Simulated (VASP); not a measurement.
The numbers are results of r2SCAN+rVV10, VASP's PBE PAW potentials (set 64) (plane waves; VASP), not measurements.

The input files of a VASP run:

**INCAR**
```
LUSE_VDW  =  .True.
ENCUT  =  520   ! plane-wave cut-off (eV)
NEDOS  =  601   ! DOS grid
METAGGA  =  R2SCAN
EDIFF  =  1E-7   ! SCF stop (eV)
ISMEAR  =  -5   ! tetrahedra, Bloechl
LMIXTAU  =  .True.
LASPH  =  .True.   ! aspherical one-centre terms
LMAXMIX  =  6   ! l cut-off of mixed one-centre charges
CPARAM  =  0.0093
LWAVE  =  .False.
ISIF  =  2   ! forces and stress, cell fixed
PREC  =  Accurate
BPARAM  =  11.95
LCHARG  =  .False.
LREAL  =  .False.
NELM  =  100   ! most electronic steps
LORBIT  =  11   ! lm-projected
ALGO  =  Normal   ! blocked Davidson
SYSTEM  =  WC
```

File KPOINTS_OPT:
```
k-points along high-symmetry lines
6
Line-mode
Reciprocal
  0.000000   0.000000   0.000000 ! GAMMA
  0.500000  -0.000000   0.000000 ! M

  0.500000  -0.000000   0.000000 ! M
  0.333333   0.333333   0.000000 ! K

  0.333333   0.333333   0.000000 ! K
  0.000000   0.000000   0.000000 ! GAMMA

  0.000000   0.000000   0.000000 ! GAMMA
  0.000000   0.000000   0.500000 ! A

  0.000000   0.000000   0.500000 ! A
  0.500000  -0.000000   0.500000 ! L

  0.500000  -0.000000   0.500000 ! L
  0.333333   0.333333   0.500000 ! H

  0.333333   0.333333   0.500000 ! H
  0.000000   0.000000   0.500000 ! A

  0.500000  -0.000000   0.500000 ! L
  0.500000  -0.000000   0.000000 ! M

  0.333333   0.333333   0.500000 ! H
  0.333333   0.333333   0.000000 ! K
```

KPOINTS:
```
Automatic mesh
0
gamma
 16 16 14
```

**POSCAR**
```
WC
1
    1.4564459538    -2.5226384656     0.0000000000
    1.4564459538     2.5226384656    -0.0000000000
    0.0000000000    -0.0000000000     2.8379347115
W C
1 1
Direct
  0.0000000000   0.0000000000   0.0000000000
  0.3333330000   0.6666670000   0.5000000000
```

POTCAR, in this order: W_sv C (PBE.64 set). Program: vasp_std.

What VASP printed:

OUTCAR:
```
 ion  position               nearest neighbor table
   1  0.000  0.000  0.000-   2 2.20   2 2.20   2 2.20   2 2.20   2 2.20   2 2.20
   2  0.333  0.667  0.500-   1 2.20   1 2.20   1 2.20   1 2.20   1 2.20   1 2.20
  LATTYP: Found a hexagonal cell.
 ALAT       =     2.9128919727
 C/A-ratio  =     0.9742670645
 Subroutine PRICEL returns:
 Original cell was already a primitive cell.
 Subroutine GETGRP returns: Found 12 space group operations
The static configuration has the point symmetry D_3h.
The dynamic configuration has the point symmetry D_3h.
 Subroutine INISYM returns: Found 12 space group operations
 Subroutine IBZKPT returns following result:
 Found    240 irreducible k-points:

 Following reciprocal coordinates:
            Coordinates               Weight
  0.000000  0.000000  0.000000      1.000000
  0.062500  0.000000  0.000000      6.000000
  0.125000  0.000000  0.000000      6.000000
  0.187500 -0.000000  0.000000      6.000000
  0.250000  0.000000  0.000000      6.000000
  0.312500  0.000000  0.000000      6.000000
  0.375000 -0.000000  0.000000      6.000000
  0.437500  0.000000  0.000000      6.000000
  0.500000  0.000000  0.000000      3.000000
  0.062500  0.062500  0.000000      6.000000
  0.125000  0.062500  0.000000     12.000000
  0.187500  0.062500  0.000000     12.000000
  0.250000  0.062500  0.000000     12.000000
  0.312500  0.062500  0.000000     12.000000
  0.375000  0.062500  0.000000     12.000000
  0.437500  0.062500  0.000000     12.000000
  0.125000  0.125000  0.000000      6.000000
  0.187500  0.125000  0.000000     12.000000
  0.250000  0.125000  0.000000     12.000000
  0.312500  0.125000  0.000000     12.000000
  0.375000  0.125000  0.000000     12.000000
  0.437500  0.125000  0.000000      6.000000
  0.187500  0.187500  0.000000      6.000000
  0.250000  0.187500  0.000000     12.000000
  0.312500  0.187500  0.000000     12.000000
  0.375000  0.187500  0.000000     12.000000
  0.250000  0.250000  0.000000      6.000000
  0.312500  0.250000  0.000000     12.000000
  0.375000  0.250000  0.000000      6.000000
  0.312500  0.312500  0.000000      6.000000
  0.000000  0.000000  0.071429      2.000000
  0.062500  0.000000  0.071429     12.000000
  0.125000  0.000000  0.071429     12.000000
  0.187500 -0.000000  0.071429     12.000000
  0.250000  0.000000  0.071429     12.000000
  0.312500  0.000000  0.071429     12.000000
  0.375000 -0.000000  0.071429     12.000000
  0.437500  0.000000  0.071429     12.000000
  0.500000  0.000000  0.071429      6.000000
  0.062500  0.062500  0.071429     12.000000
   k-points           NKPTS =    240   k-points in BZ     NKDIM =    240   number of bands    NBANDS=     13
   number of dos      NEDOS =    601   number of ions     NIONS =      2
   total plane-waves  NPLWV =  13824
   dimension x,y,z NGX =    24 NGY =   24 NGZ =   24
   dimension x,y,z NGXF=    48 NGYF=   48 NGZF=   48
   ions per type =               1   1
   PREC   = accura    normal or accurate (medium, high low for compatibility)
   ISTART =      0    job   : 0-new  1-cont  2-samecut
   ICHARG =      2    charge: 1-file 2-atom 10-const
   ISPIN  =      1    spin polarized calculation?
   LNONCOLLINEAR =      F non collinear calculations
   LSORBIT =      F    spin-orbit coupling
   INIWAV =      1    electr: 0-lowe 1-rand  2-diag
   ENCUT  =  520.0 eV  38.22 Ry    6.18 a.u.   5.42  5.42  5.28*2*pi/ulx,y,z
   NELM   =    100;   NELMIN=  2; NELMDL= -5     # of ELM steps
   EDIFF  = 0.1E-06   stopping-criterion for ELM
   LREAL  =      F    real-space projection
   NLSPLINE    = F    spline interpolate recip. space projectors
...
```

### OSZICAR
```
       N       E                     dE             d eps       ncg     rms          rms(c)
DAV:   1     0.711595778122E+02    0.71160E+02   -0.10135E+04  6248   0.159E+03
DAV:   2    -0.644653569821E+02   -0.13562E+03   -0.13261E+03  7105   0.392E+02
DAV:   3    -0.684833773114E+02   -0.40180E+01   -0.39777E+01  7669   0.622E+01
DAV:   4    -0.685219378816E+02   -0.38561E-01   -0.38543E-01  6800   0.642E+00
DAV:   5    -0.685222489236E+02   -0.31104E-03   -0.31106E-03  7433   0.601E-01    0.341E+01
DAV:   6    -0.610382771471E+02    0.74840E+01   -0.89443E+00  6945   0.375E+01    0.627E+00
DAV:   7    -0.612989635277E+02   -0.26069E+00   -0.41489E-01  6430   0.712E+00    0.499E+00
DAV:   8    -0.612447684827E+02    0.54195E-01   -0.20427E-01  6380   0.528E+00    0.105E+00
DAV:   9    -0.613725670516E+02   -0.12780E+00   -0.12477E-01  6380   0.348E+00    0.695E-01
DAV:  10    -0.613779419483E+02   -0.53749E-02   -0.44386E-03  6725   0.634E-01    0.460E-01
DAV:  11    -0.613782552108E+02   -0.31326E-03   -0.20004E-03  7250   0.338E-01    0.313E-01
DAV:  12    -0.613783185415E+02   -0.63331E-04   -0.20383E-03  7165   0.363E-01    0.104E-01
DAV:  13    -0.613783367689E+02   -0.18227E-04   -0.64841E-05  6470   0.874E-02    0.989E-02
DAV:  14    -0.613784000644E+02   -0.63296E-04   -0.69544E-05  7150   0.662E-02    0.290E-02
DAV:  15    -0.613784461280E+02   -0.46064E-04   -0.64506E-05  6415   0.753E-02    0.937E-03
DAV:  16    -0.613784454616E+02    0.66642E-06   -0.13326E-06  7395   0.117E-02    0.941E-03
DAV:  17    -0.613784455677E+02   -0.10612E-06   -0.24101E-08  3215   0.164E-03    0.831E-03
DAV:  18    -0.613784455774E+02   -0.96275E-08   -0.29598E-07  5460   0.468E-03
   1 F= -.61378446E+02 E0= -.61378446E+02  d E =0.000000E+00
       N       E                     dE             ncg
```

**OUTCAR**
```
------------------------ aborting loop because EDIFF is reached ----------------------------------------
  FORCE on cell =-STRESS in cart. coord.  units (eV):
  Direction    XX          YY          ZZ          XY          YZ          ZX
  --------------------------------------------------------------------------------------
  Total       -0.0067284     -0.0067284      0.0350463      0.0000000      0.0000000     -0.0000000
  in kB       -0.5169378     -0.5169378      2.6925970      0.0000000      0.0000000     -0.0000000
  external PRESSURE =       0.5529071 kB  Pullay stress =       0.0000000 kB
  volume of cell :       20.85
      direct lattice vectors                 reciprocal lattice vectors
     1.456445954 -2.522638466  0.000000000     0.343301445 -0.198205176  0.000000000
     1.456445954  2.522638466  0.000000000     0.343301445  0.198205176  0.000000000
     0.000000000  0.000000000  2.837934711     0.000000000  0.000000000  0.352368924
 POSITION                                       TOTAL-FORCE (eV/Angst)
 -----------------------------------------------------------------------------------
      0.00000      0.00000      0.00000         0.000000      0.000000      0.000000
      1.45645      0.84088      1.41897        -0.000000     -0.000000      0.000000
 -----------------------------------------------------------------------------------
    total drift:                               -0.000000     -0.000387      0.000000
  FREE ENERGIE OF THE ION-ELECTRON SYSTEM (eV)
  ---------------------------------------------------
  free  energy   TOTEN  =       -61.3784455774 eV

  energy  without entropy=      -61.3784455774  energy(sigma->0) =      -61.37844558

 total charge

# of ion       s       p       d       tot
------------------------------------------
    1        2.340   6.429   3.368  12.138
    2        0.869   1.569   0.000   2.438
--------------------------------------------------
tot          3.210   7.997   3.368  14.576
```
(Selected blocks of OUTCAR.)

File OUTCAR:
```
 val. band max:       10.8484618205   @ k =   0.4375   0.0625   0.5000

 cond. band min:      10.8490937035   @ k =   0.1250   0.0000   0.5000


 Fermi energy:        10.8433553634

 k-point     1 :       0.0000    0.0000    0.0000
  band No.  band energies     occupation
      1     -65.0564      2.00000
      2     -28.3591      2.00000
      3     -28.2612      2.00000
      4     -28.2612      2.00000
      5      -4.3223      2.00000
      6       6.4200      2.00000
      7       7.4138      2.00000
      8       7.4138      2.00000
      9      11.0073      0.61619
     10      14.2885      0.00000
     11      14.2886      0.00000
     12      16.8360      0.00000
     13      16.8360      0.00000

 k-point     2 :       0.0625    0.0000    0.0000
  band No.  band energies     occupation
      1     -65.0540      2.00000
      2     -28.3547      2.00000
      3     -28.2953      2.00000
      4     -28.2689      2.00000
      5      -4.2168      2.00000
      6       6.4608      2.00000
      7       7.2545      2.00000
      8       7.5129      2.00000
      9      10.6789      2.00135
     10      14.2503      0.00000
     11      14.6550      0.00000
     12      16.6041      0.00000
     13      16.7568      0.00000

 k-point     3 :       0.1250    0.0000    0.0000
  band No.  band energies     occupation
      1     -65.0471      2.00000
      2     -28.3915      2.00000
      3     -28.3423      2.00000
      4     -28.2906      2.00000
      5      -3.9109      2.00000
      6       6.3671      2.00000
      7       7.0577      2.00000
      8       7.8005      2.00000
      9       9.9766      2.00000
     10      14.1430      0.00000
     11      15.4542      0.00000
     12      16.0306      0.00000
     13      16.5461      0.00000

 k-point     4 :       0.1875   -0.0000    0.0000
  band No.  band energies     occupation
      1     -65.0368      2.00000
      2     -28.5330      2.00000
      3     -28.3236      2.00000
...
```

For a metal the tetrahedron method with Blöchl corrections gives inexact stress and forces. Unless said otherwise, spin-orbit coupling is left out, though it shifts the bands of the heavy elements here.

The compound is WC in the wc structure. It was relaxed first.
